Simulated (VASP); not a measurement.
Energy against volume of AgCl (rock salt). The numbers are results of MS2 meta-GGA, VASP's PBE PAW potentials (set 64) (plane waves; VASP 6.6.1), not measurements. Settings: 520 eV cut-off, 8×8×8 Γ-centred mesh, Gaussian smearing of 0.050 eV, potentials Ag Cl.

```
V (Å³/atom)  E (eV/atom)
-----------  -----------
20.557          -3.81631
21.193          -3.81930
21.829          -3.81638
22.465          -3.80857
```

Q: Fit these four points and predict the energy of the run at 19.922 Å³/atom.

A: A cubic in V^(−2/3), the third-order Birch-Murnaghan form, passes through the four points with V0 = 21.18 Å³/atom and B0 = 50 GPa, and gives -3.8062 eV/atom there. The run gave -3.8062 eV/atom, +0.0 meV/atom from the fit; all five points give B0 = 50 GPa.

The compound is AgCl in the rock salt structure. It was relaxed first.
